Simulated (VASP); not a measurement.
The system is NiGe2O3.

```
Ni Ge O
1.0
    -1.62500    1.87500    5.95000
     1.62500   -1.87500    5.95000
     1.62500    1.87500   -5.95000
Ni Ge O
1 2 3
Cartesian
  0.0000 0.0000 0.0000
  0.0000 0.0000 4.1888
  0.0000 0.0000 7.7112
  0.0000 1.8750 0.0000
  0.0000 0.0000 9.9722
  0.0000 0.0000 1.9278
```

The cell was built by a generator and needn't be a form met in nature.

```yaml
Program: VASP 6.6.1
Task: relaxation of cell and atoms
Functional: PBE
Potentials_or_basis: VASP PAW PBE potentials, release 64 (Ni, Ge_d, O)
Cutoff: 520 eV
k_mesh: 6 × 6 × 6
Occupations: gaussian, width 0.15 eV
Spin: collinear spin, ferromagnetic start
Starting_moments: "[1.0, 0.0, 0.0, 0.0, 0.0, 0.0] μB"
```

At the start: pressure 0.1 GPa; volume 12.09 Å³/atom.

**Question.** How do energy, volume and symmetry change on relaxing?

**Answer.** Over 21 steps the energy falls by 6.9 meV/atom and the volume is 12.22 Å³/atom (+1.1 %); space group Immm (No. 71, to 0.05 Å); moment 0.00 μB per cell.

Step by step:
| step | energy change (eV) | largest force (eV/Å) | pressure (GPa) | volume (Å³) |
| --- | --- | --- | --- | --- |
| 1 | 0.0000 | 0.4433 | 0.11 | 72.52 |
| 2 | -0.0194 | 0.2289 | 0.01 | 72.60 |
| 3 | -0.0270 | 0.1123 | 0.26 | 72.66 |
| 4 | -0.0259 | 0.2020 | 1.18 | 72.77 |
| 5 | -0.0291 | 0.1463 | 0.96 | 72.70 |
| 6 | -0.0310 | 0.0706 | -1.41 | 73.71 |
| 7 | -0.0318 | 0.0980 | 0.25 | 73.32 |
| 8 | -0.0317 | 0.0891 | -1.20 | 73.49 |
| 9 | -0.0318 | 0.0912 | -0.17 | 73.41 |
| 10 | -0.0318 | 0.0849 | -1.18 | 73.44 |
| 11 | -0.0310 | 0.1499 | 1.31 | 72.30 |
| 12 | -0.0335 | 0.1166 | 0.57 | 72.98 |
| 13 | -0.0334 | 0.1126 | -0.16 | 73.03 |
| 14 | -0.0336 | 0.1202 | 1.04 | 73.00 |
| 15 | -0.0335 | 0.1123 | 0.84 | 73.02 |
| 16 | -0.0332 | 0.0512 | -1.25 | 73.72 |
| 17 | -0.0341 | 0.0894 | 0.39 | 73.31 |
| 18 | -0.0339 | 0.0732 | -1.16 | 73.51 |
| 19 | -0.0341 | 0.0779 | -0.44 | 73.41 |
| 20 | -0.0366 | 0.0658 | -0.60 | 73.40 |
| 21 | -0.0412 | 0.0453 | 0.03 | 73.34 |

Final structure:
```cif
data_structure
_symmetry_space_group_name_H-M 'P 1'
_symmetry_Int_Tables_number 1
_cell_length_a 6.3903
_cell_length_b 6.3903
_cell_length_c 6.3903
_cell_angle_alpha 149.686
_cell_angle_beta 146.029
_cell_angle_gamma 46.164
_cell_volume 73.34
loop_
_atom_site_label
_atom_site_type_symbol
_atom_site_fract_x
_atom_site_fract_y
_atom_site_fract_z
_atom_site_occupancy
Ni1 Ni 0.00000 0.00000 0.00000 1
Ge1 Ge 0.34717 0.34717 0.00000 1
Ge2 Ge 0.65283 0.65283 0.00000 1
O1 O 0.50000 0.00000 0.50000 1
O2 O 0.83483 0.83483 0.00000 1
O3 O 0.16517 0.16517 0.00000 1
```

Caveat: the k mesh is coarse (spacing up to 0.43 Å⁻¹), so the values aren't converged; the relaxation stopped at a loose force limit of 0.08 eV/Å, so its end isn't a converged minimum.
